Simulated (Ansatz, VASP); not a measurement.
## Cross-check of WC (Qusongite) between VASP and Ansatz

Wanted: the spread between two codes on one cell, functional and k mesh. The cell is taken from a series of runs on this material, whose earlier steps may have relaxed, scaled, displaced or heated it; both programs get it as it stands.

Calculated with Ansatz 0.2.0; plane waves, with VASP 6.6.1 beside it; zone-centre phonons at LDA.

## Step 1: The structure

It takes space group P-6m2 (No. 187, hexagonal). The conventional cell has a = 2.970 Å, b = 2.970 Å, c = 2.782 Å, α = 90.00°, β = 90.00°, γ = 120.00°. C has 6 W at 2.21 Å nearest. Nearest to W lie 6 C at 2.21 Å. Farther neighbours are not listed.

Structure file:

```xyz
2
Lattice="2.9704 0.0000 0.0000 -1.4852 2.5725 0.0000 0.0000 0.0000 2.7817" Properties=species:S:1:pos:R:3 pbc="T T T"
C     1.4852    0.8575    1.3909
W     0.0000    0.0000    0.0000
```

## Step 2: VASP: zone-centre phonons, LDA

Second derivatives magnify differences that forces hide, and they need a tight electronic threshold.

Lines of VASP's logs that name or quote its potential files are left out, and so is its time.

INCAR

```
SYSTEM = WC
PREC = Accurate
ENCUT = 600
EDIFF = 1E-08
NELM = 120
ISMEAR = 1
SIGMA = 0.2
LREAL = .FALSE.
ALGO = Normal
GGA = CA
NBANDS = 11
LASPH = .TRUE.
LORBIT = 11
LWAVE = .FALSE.
LCHARG = .FALSE.
ISIF = 2
IBRION = 8
GGA_COMPAT = .FALSE.
KPAR = 2
```

POSCAR

```
WC
1.0
    2.9704471608      0.0000000000      0.0000000000
   -1.4852235804      2.5724827019      0.0000000000
    0.0000000000      0.0000000000      2.7817381626
C W
1 1
Direct
    0.6666666667      0.3333333333      0.5000000000
    0.0000000000      0.0000000000      0.0000000000
```

KPOINTS

```
Automatic mesh
0
Gamma
18 18 16
0 0 0
```

PAW data sets: C and W (LDA family, release 64).

On the command line:

```bash
> mpirun -np 2 vasp_std
```

Numbers of over 12 decimals in the logs are rounded to 6 here.

The program printed:

```text
[banner, memory and clock lines left out]
running    2 mpi-ranks, on    1 nodes
 distrk:  each k-point on    1 cores,    2 groups
 distr:  one band on    1 cores,    1 groups

 POSCAR found type information on POSCAR C W
 POSCAR found :  2 types and       2 ions
 LDA part: xc-table for (Slater(with rela. corr.)+CA(PZ))
 , standard interpolation
 POSCAR, INCAR and KPOINTS ok, starting setup
 FFT: planning ... GRIDC
 FFT: planning ... GRID_SOFT
 FFT: planning ... GRID
 WAVECAR not read
 entering main loop
       N       E                     dE             d eps       ncg     rms          rms(c)
DAV:   1     0.228372754914E+02    0.22837E+02   -0.54160E+03  7326   0.920E+02
DAV:   2    -0.259484721431E+02   -0.48786E+02   -0.46640E+02  8668   0.199E+02
DAV:   3    -0.279009582754E+02   -0.19525E+01   -0.19310E+01  8990   0.338E+01
DAV:   4    -0.279118525440E+02   -0.10894E-01   -0.10893E-01  8027   0.298E+00
DAV:   5    -0.279118898894E+02   -0.37345E-04   -0.37345E-04  8773   0.179E-01    0.324E+01
DAV:   6    -0.248618686978E+02    0.30500E+01   -0.14446E+01  8491   0.226E+01    0.964E+00
DAV:   7    -0.247675103342E+02    0.94358E-01   -0.77554E-01  7498   0.699E+00    0.788E+00
DAV:   8    -0.247240143391E+02    0.43496E-01   -0.14359E-01  8027   0.282E+00    0.263E+00
DAV:   9    -0.247148370764E+02    0.91773E-02   -0.22075E-02  7872   0.948E-01    0.104E-01
DAV:  10    -0.247147177999E+02    0.11928E-03   -0.95289E-04  8270   0.279E-01    0.169E-01
DAV:  11    -0.247147010379E+02    0.16762E-04   -0.73547E-05  8513   0.591E-02    0.963E-03
DAV:  12    -0.247147004259E+02    0.61201E-06   -0.46752E-06  8187   0.146E-02    0.156E-02
DAV:  13    -0.247147002908E+02    0.13515E-06   -0.61480E-07  8456   0.661E-03    0.118E-03
DAV:  14    -0.247147002906E+02    0.22703E-09   -0.15666E-08  5551   0.109E-03
   1 F= -.24714700E+02 E0= -.24714492E+02  d E =-.624730E-03
 Linear response reoptimize wavefunctions to high precision
DAV:   1    -0.247147002916E+02   -0.10550E-08   -0.21633E-09  7531   0.386E-04
DAV:   2    -0.247147002916E+02    0.96634E-11   -0.25996E-11  3837   0.459E-05
 Linear response DOF=           4
 Linear response progress:
  Degree of freedom:   1/  4
       N       E                     dE             d eps       ncg     rms          rms(c)
RMM:   1    -0.119559555186E+00   -0.11956E+00    0.28651E-02 73352   0.208E+00
RMM:   2    -0.115328945338E+00    0.42306E-02   -0.23353E-03 50517   0.438E-01    0.209E-01
RMM:   3    -0.115573741510E+00   -0.24480E-03   -0.48559E-04 48052   0.147E-01    0.109E-01
RMM:   4    -0.116309818420E+00   -0.73608E-03   -0.33067E-04 48450   0.114E-01    0.255E-02
RMM:   5    -0.116276681909E+00    0.33137E-04   -0.44550E-06 52469   0.175E-02    0.106E-03
RMM:   6    -0.116288831156E+00   -0.12149E-04   -0.14346E-07 53027   0.221E-03    0.431E-04
RMM:   7    -0.116285838861E+00    0.29923E-05    0.45027E-08 53712   0.380E-04    0.720E-05
RMM:   8    -0.116285954440E+00   -0.11558E-06    0.10659E-07 55259   0.650E-05    0.262E-05
RMM:   9    -0.116285875350E+00    0.79090E-07   -0.24993E-08 55372   0.224E-05    0.372E-06
RMM:  10    -0.116285862269E+00    0.13080E-07    0.20214E-09 52353   0.101E-05    0.912E-07
RMM:  11    -0.116285860726E+00    0.15438E-08   -0.46449E-11 31468   0.826E-06    0.237E-07
 first order change of Fermi-energy   0.87660E-05
 force on displaced ion       1 direction 1 : -14.800   0.002   0.000
 Linear response progress:
  Degree of freedom:   2/  4
       N       E                     dE             d eps       ncg     rms          rms(c)
RMM:   1    -0.121797711843E+00   -0.12180E+00    0.27847E-02 25610   0.212E+00
RMM:   2    -0.118043610956E+00    0.37541E-02   -0.25281E-03 17908   0.456E-01    0.180E-01
RMM:   3    -0.118210422929E+00   -0.16681E-03   -0.70621E-04 16928   0.172E-01    0.873E-02
RMM:   4    -0.119076189804E+00   -0.86577E-03   -0.49379E-04 17235   0.132E-01    0.197E-02
RMM:   5    -0.119066588314E+00    0.96015E-05   -0.74680E-06 18415   0.207E-02    0.249E-03
RMM:   6    -0.119090625181E+00   -0.24037E-04   -0.41082E-07 18078   0.410E-03    0.468E-04
RMM:   7    -0.119090573800E+00    0.51382E-07   -0.55586E-09 18891   0.524E-04    0.213E-04
RMM:   8    -0.119089513295E+00    0.10605E-05   -0.10848E-09 19075   0.115E-04    0.195E-05
RMM:   9    -0.119089507480E+00    0.58148E-08    0.19402E-08 19273   0.203E-05    0.427E-06
 first order change of Fermi-energy   0.23700E-03
 force on displaced ion       1 direction 3 :  -0.000  -0.000 -13.238
 Linear response progress:
  Degree of freedom:   3/  4
       N       E                     dE             d eps       ncg     rms          rms(c)
RMM:   1    -0.111098126812E+00   -0.11110E+00   -0.86912E-02 64095   0.184E+00
RMM:   2    -0.108166505642E+00    0.29316E-02   -0.17377E-03 49634   0.323E-01    0.202E-01
RMM:   3    -0.107326668694E+00    0.83984E-03   -0.29638E-04 51704   0.107E-01    0.118E-01
RMM:   4    -0.106967844570E+00    0.35882E-03   -0.45274E-04 51615   0.130E-01    0.173E-02
RMM:   5    -0.106997179573E+00   -0.29335E-04   -0.19688E-06 53742   0.145E-02    0.343E-03
RMM:   6    -0.107002257357E+00   -0.50778E-05   -0.94258E-08 53686   0.152E-03    0.110E-03
RMM:   7    -0.107003314315E+00   -0.10570E-05   -0.10438E-08 53961   0.676E-04    0.152E-04
RMM:   8    -0.107002581673E+00    0.73264E-06    0.65326E-08 56021   0.143E-04    0.201E-05
RMM:   9    -0.107002579026E+00    0.26463E-08   -0.15934E-08 55834   0.329E-05    0.527E-06
 first order change of Fermi-energy  -0.58216E-04
 force on displaced ion       2 direction 1 : -14.805   0.002   0.000
 Linear response progress:
  Degree of freedom:   4/  4
       N       E                     dE             d eps       ncg     rms          rms(c)
RMM:   1    -0.114291960233E+00   -0.11429E+00   -0.93302E-02 23425   0.192E+00
RMM:   2    -0.110944788454E+00    0.33472E-02   -0.20370E-03 17528   0.361E-01    0.165E-01
RMM:   3    -0.110282474988E+00    0.66231E-03   -0.22514E-04 18226   0.102E-01    0.913E-02
RMM:   4    -0.110142032619E+00    0.14044E-03   -0.37837E-04 17874   0.127E-01    0.135E-02
RMM:   5    -0.110168718653E+00   -0.26686E-04   -0.24283E-06 18981   0.119E-02    0.342E-03
RMM:   6    -0.110179233315E+00   -0.10515E-04   -0.48247E-08 18911   0.148E-03    0.105E-03
RMM:   7    -0.110181496754E+00   -0.22634E-05   -0.96782E-09 18934   0.633E-04    0.218E-04
RMM:   8    -0.110181494355E+00    0.23990E-08   -0.55051E-09 19448   0.123E-04    0.778E-05
 first order change of Fermi-energy  -0.39541E-03
 force on displaced ion       2 direction 3 :  -0.000   0.000 -13.241
 Linear response finished
```

Parts of OUTCAR (step 2):

```text
ion  position               nearest neighbor table
   1  0.667  0.333  0.500-   2 2.21   2 2.21   2 2.21   2 2.21   2 2.21   2 2.21
   2  0.000  0.000  0.000-   1 2.21   1 2.21   1 2.21   1 2.21   1 2.21   1 2.21

  LATTYP: Found a hexagonal cell.
 ALAT       =     2.9704471608
 C/A-ratio  =     0.9364711816

 Subroutine GETGRP returns: Found 12 space group operations
 (whereof 12 operations were pure point group operations)

The static configuration has the point symmetry D_3h.

 Found    333 irreducible k-points:

   k-points           NKPTS =    333   k-points in BZ     NKDIM =    333   number of bands    NBANDS=     11

   dimension x,y,z NGX =    24 NGY =   24 NGZ =   24
   dimension x,y,z NGXF=    48 NGYF=   48 NGZF=   48

   ENCUT  =  600.0 eV  44.10 Ry    6.64 a.u.   5.93  5.93  5.56*2*pi/ulx,y,z

   NELECT =      10.0000    total number of electrons

 k-points in reciprocal lattice and weights: Automatic mesh
   0.00000000  0.00000000  0.00000000       0.000
   0.05555556  0.00000000  0.00000000       0.001
   0.11111111  0.00000000  0.00000000       0.001
   0.16666667  0.00000000  0.00000000       0.001
   0.22222222  0.00000000  0.00000000       0.001
   0.27777778  0.00000000  0.00000000       0.001
   0.33333333  0.00000000  0.00000000       0.001
   0.38888889  0.00000000  0.00000000       0.001
   0.44444444  0.00000000  0.00000000       0.001
[...]
0.33333333  0.27777778  0.50000000       0.002
   0.33333333  0.33333333  0.50000000       0.000

 average (electrostatic) potential at core
       1 -50.5519       2 -37.9261

  Total       -3.2377185     -3.2377185     -0.0229773     -0.0000000      0.0000000      0.0000000
  in kB     -244.0389364   -244.0389365     -1.7318823     -0.0000000      0.0000000      0.0000000
  external PRESSURE =    -163.2699184 kB  Pullay stress =       0.0000000 kB

  energy-cutoff  :      600.00
  volume of cell :       21.26
      direct lattice vectors                 reciprocal lattice vectors
     2.970447161  0.000000000  0.000000000     0.336649651  0.194364767  0.000000000
    -1.485223580  2.572482702  0.000000000     0.000000000  0.388729533  0.000000000
     0.000000000  0.000000000  2.781738163     0.000000000  0.000000000  0.359487465

 POSITION                                       TOTAL-FORCE (eV/Angst)
 -----------------------------------------------------------------------------------
      1.48522      0.85749      1.39087         0.000000      0.000000      0.000000
      0.00000      0.00000      0.00000        -0.000000     -0.000000      0.000000
 -----------------------------------------------------------------------------------
    total drift:                               -0.000000      0.000000      0.000000

 Eigenvectors and eigenvalues of the dynamical matrix
 ----------------------------------------------------

   1 f  =   17.911871 THz   112.543604 2PiTHz  597.475699 cm-1    74.077512 meV
             X         Y         Z           dx          dy          dz
      1.485224  0.857494  1.390869     0.000000   -0.968843   -0.000000
      0.000000  0.000000  0.000000     0.000000    0.247674    0.000000

   2 f  =   17.911871 THz   112.543604 2PiTHz  597.475699 cm-1    74.077512 meV
             X         Y         Z           dx          dy          dz
      1.485224  0.857494  1.390869     0.968843    0.000000   -0.000000
      0.000000  0.000000  0.000000    -0.247674    0.000000    0.000000

   3 f  =   16.940411 THz   106.439742 2PiTHz  565.071291 cm-1    70.059880 meV
             X         Y         Z           dx          dy          dz
      1.485224  0.857494  1.390869    -0.000000   -0.000000    0.968846
      0.000000  0.000000  0.000000    -0.000000   -0.000000   -0.247664

   4 f/i=    0.000473 THz     0.002972 2PiTHz    0.015780 cm-1     0.001956 meV
             X         Y         Z           dx          dy          dz
      1.485224  0.857494  1.390869     0.000000   -0.000000    0.247664
      0.000000  0.000000  0.000000     0.000000   -0.000000    0.968846

   5 f/i=    0.000691 THz     0.004341 2PiTHz    0.023044 cm-1     0.002857 meV
             X         Y         Z           dx          dy          dz
      1.485224  0.857494  1.390869    -0.238939    0.065196    0.000000
      0.000000  0.000000  0.000000    -0.934674    0.255032    0.000000

   6 f/i=    0.000691 THz     0.004341 2PiTHz    0.023044 cm-1     0.002857 meV
             X         Y         Z           dx          dy          dz
      1.485224  0.857494  1.390869     0.065196    0.238939    0.000000
      0.000000  0.000000  0.000000     0.255032    0.934674    0.000000

 ELASTIC MODULI CONTR FROM IONIC RELAXATION (kBar)
 Direction    XX          YY          ZZ          XY          YZ          ZX
 --------------------------------------------------------------------------------
 XX         -92.0994     92.0994      0.0000      0.0000      0.0000      0.0000
 YY          92.0994    -92.0994      0.0000     -0.0000      0.0000      0.0000
 ZZ           0.0000      0.0000      0.0000      0.0000      0.0000      0.0000
 XY           0.0000     -0.0000      0.0000    -92.0994      0.0000      0.0000
 YZ           0.0000      0.0000      0.0000      0.0000      0.0000      0.0000
 ZX           0.0000      0.0000      0.0000      0.0000      0.0000      0.0000
 --------------------------------------------------------------------------------
```

[end of part 1 of 2]

[Lines on the potential files, build, host, timing and source positions are cut from VASP's logs without a mark.]

[Logs are printed without paths, hosts, clocks, repeated set-up lines and the standing remarks that a program may print on its own settings, such as how far it seeks lower states.]

[Hosts, paths, dates, database ids (printed as entryN), source tags and the programs' standing remarks are cut or masked in the printed files.]
